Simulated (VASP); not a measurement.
```xyz
1
Lattice="0.0000 2.0605 2.0605 2.0605 0.0000 2.0605 2.0605 2.0605 0.0000" Properties=species:S:1:pos:R:3 pbc="T T T"
Pd     0.0000     0.0000     0.0000
```

The numbers are results of vdW-DF2, VASP's PBE PAW potentials (set 64) (plane waves; VASP), not measurements. Settings: 520 eV cut-off, 15×15×15 Γ-centred mesh, first-order Methfessel-Paxton smearing of 0.10 eV, potentials Pd.

Task: Give the stress tensor in GPa (positive for a compressed cell).

Result: 
```
-3.57   0.00   0.00
 0.00  -3.57   0.00
 0.00   0.00  -3.57
```
The pressure is its mean diagonal, -3.57 GPa.

The compound is Pd in the fcc structure. This cell is one point of a volume scan, at 1.03 of the reference volume.
